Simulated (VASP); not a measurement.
Computed with PBE GGA, VASP's PBE PAW potentials (set 64) (plane waves; VASP).

VASP input:

KPOINTS:
```
Automatic mesh
0
Gamma
3 3 3
0 0 0
```

File POSCAR:
```
Hg3MgTe4
1
    6.6212979380     0.0000000000     0.0000000000
    0.0000000000     6.6212979380     0.0000000000
    0.0000000000     0.0000000000     6.6212979380
Mg Te Hg
1 4 3
Direct
  0.0000000000   0.0000000000   0.0000000000
  0.2467731422   0.2467731422   0.2467731422
  0.7532268578   0.7532268578   0.2467731422
  0.7532268578   0.2467731422   0.7532268578
  0.2467731422   0.7532268578   0.7532268578
  0.5000000000   0.5000000000   0.0000000000
  0.5000000000   0.0000000000   0.5000000000
  0.0000000000   0.5000000000   0.5000000000
```

INCAR:
```
! general
SYSTEM =Hg3MgTe4
PREC   =Accurate
ENCUT  =400
LREAL  =.False.
LASPH  =.True.

! electronic loop
EDIFF  =1E-6
NELM   =100
ALGO   =Normal
LMAXMIX=6

! smearing
ISMEAR =0
SIGMA  =0.05

! functional
GGA    =PE

! output
LWAVE  =.False.
LCHARG =.True.
```

POTCAR, in this order: Mg Te Hg (PBE.64 set). Program: vasp_std.

The run wrote:

File OUTCAR:
```
 ion  position               nearest neighbor table
   1  0.000  0.000  0.000-   2 2.83   3 2.83   4 2.83   5 2.83
   2  0.247  0.247  0.247-   1 2.83   6 2.88   7 2.88   8 2.88
   3  0.753  0.753  0.247-   1 2.83   6 2.88   7 2.88   8 2.88
   4  0.753  0.247  0.753-   1 2.83   6 2.88   7 2.88   8 2.88
   5  0.247  0.753  0.753-   1 2.83   6 2.88   7 2.88   8 2.88
   6  0.500  0.500  0.000-   2 2.88   3 2.88   4 2.88   5 2.88
   7  0.500  0.000  0.500-   2 2.88   3 2.88   4 2.88   5 2.88
   8  0.000  0.500  0.500-   2 2.88   3 2.88   4 2.88   5 2.88
  LATTYP: Found a simple cubic cell.
 ALAT       =     6.6212979380
 Subroutine PRICEL returns:
 Original cell was already a primitive cell.
 Subroutine GETGRP returns: Found 24 space group operations
The static configuration has the point symmetry T_d .
The dynamic configuration has the point symmetry T_d .
 Subroutine INISYM returns: Found 24 space group operations
 Subroutine IBZKPT returns following result:
 Found      4 irreducible k-points:

 Following reciprocal coordinates:
            Coordinates               Weight
  0.000000  0.000000  0.000000      1.000000
  0.333333  0.000000  0.000000      6.000000
  0.333333  0.333333  0.000000     12.000000
  0.333333  0.333333  0.333333      8.000000
   k-points           NKPTS =      4   k-points in BZ     NKDIM =      4   number of bands    NBANDS=     37
   number of dos      NEDOS =    301   number of ions     NIONS =      8
   total plane-waves  NPLWV = 110592
   dimension x,y,z NGX =    48 NGY =   48 NGZ =   48
   dimension x,y,z NGXF=    96 NGYF=   96 NGZF=   96
   ions per type =               1   4   3
   PREC   = accura    normal or accurate (medium, high low for compatibility)
   ISTART =      0    job   : 0-new  1-cont  2-samecut
   ICHARG =      2    charge: 1-file 2-atom 10-const
   ISPIN  =      1    spin polarized calculation?
   LNONCOLLINEAR =      F non collinear calculations
   LSORBIT =      F    spin-orbit coupling
   INIWAV =      1    electr: 0-lowe 1-rand  2-diag
   ENCUT  =  400.0 eV  29.40 Ry    5.42 a.u.  10.80 10.80 10.80*2*pi/ulx,y,z
...
```

### OSZICAR
```
       N       E                     dE             d eps       ncg     rms          rms(c)
DAV:   1     0.347954794319E+03    0.34795E+03   -0.22148E+04   296   0.113E+03
DAV:   2     0.449305585951E+01   -0.34346E+03   -0.33345E+03   337   0.271E+02
DAV:   3    -0.176816667184E+02   -0.22175E+02   -0.21976E+02   363   0.687E+01
DAV:   4    -0.180737751664E+02   -0.39211E+00   -0.39152E+00   371   0.847E+00
DAV:   5    -0.180790151762E+02   -0.52400E-02   -0.52397E-02   329   0.108E+00    0.111E+01
DAV:   6    -0.172273796134E+02    0.85164E+00   -0.22347E+00   337   0.124E+01    0.920E+00
DAV:   7    -0.172193845621E+02    0.79951E-02   -0.87481E-01   339   0.381E+00    0.408E+00
DAV:   8    -0.172179634014E+02    0.14212E-02   -0.68275E-02   339   0.203E+00    0.111E+00
DAV:   9    -0.172193089566E+02   -0.13456E-02   -0.73081E-03   326   0.707E-01    0.380E-01
DAV:  10    -0.172194250377E+02   -0.11608E-03   -0.10025E-03   316   0.195E-01    0.151E-01
DAV:  11    -0.172196542465E+02   -0.22921E-03   -0.17185E-03   342   0.240E-01    0.104E-01
DAV:  12    -0.172195765245E+02    0.77722E-04   -0.32693E-04   311   0.135E-01    0.718E-02
DAV:  13    -0.172195780488E+02   -0.15242E-05   -0.19152E-05   336   0.184E-02    0.575E-02
DAV:  14    -0.172195763430E+02    0.17058E-05   -0.39754E-06   258   0.106E-02    0.251E-02
DAV:  15    -0.172195739582E+02    0.23848E-05   -0.59157E-06   297   0.121E-02    0.550E-03
DAV:  16    -0.172195738801E+02    0.78096E-07   -0.67768E-07   178   0.379E-03
   1 F= -.17219574E+02 E0= -.17218143E+02  d E =-.286082E-02
```

### OUTCAR
```
------------------------ aborting loop because EDIFF is reached ----------------------------------------
  FORCE on cell =-STRESS in cart. coord.  units (eV):
  Direction    XX          YY          ZZ          XY          YZ          ZX
  --------------------------------------------------------------------------------------
  Total        0.0437102      0.0437102      0.0437102      0.0000000      0.0000000     -0.0000000
  in kB        0.2412481      0.2412481      0.2412481      0.0000000      0.0000000     -0.0000000
  external PRESSURE =       0.2412481 kB  Pullay stress =       0.0000000 kB
  volume of cell :      290.29
      direct lattice vectors                 reciprocal lattice vectors
     6.621297938  0.000000000  0.000000000     0.151027791  0.000000000  0.000000000
     0.000000000  6.621297938  0.000000000     0.000000000  0.151027791  0.000000000
     0.000000000  0.000000000  6.621297938     0.000000000  0.000000000  0.151027791
 POSITION                                       TOTAL-FORCE (eV/Angst)
 -----------------------------------------------------------------------------------
      0.00000      0.00000      0.00000         0.000000      0.000000     -0.000000
      1.63396      1.63396      1.63396         0.001617      0.001617      0.001617
      4.98734      4.98734      1.63396        -0.001617     -0.001617      0.001617
      4.98734      1.63396      4.98734        -0.001617      0.001617     -0.001617
      1.63396      4.98734      4.98734         0.001617     -0.001617     -0.001617
      3.31065      3.31065      0.00000         0.000000     -0.000000     -0.000000
      3.31065      0.00000      3.31065         0.000000     -0.000000     -0.000000
      0.00000      3.31065      3.31065         0.000000     -0.000000      0.000000
 -----------------------------------------------------------------------------------
    total drift:                               -0.000000     -0.000000      0.000000
  FREE ENERGIE OF THE ION-ELECTRON SYSTEM (eV)
  ---------------------------------------------------
  free  energy   TOTEN  =       -17.2195738801 eV

  energy  without entropy=      -17.2167130578  energy(sigma->0) =      -17.21814347
```
(Selected blocks of OUTCAR.)

The structure was generated: Hg3MgTe4 was put into an ordered model structure (P-43m), which need not be its known phase. It was relaxed first, which changed the volume by +8 %. The k-mesh is coarse (spacing up to 0.32 per Å, 2π included), so the numbers may not be converged in it.
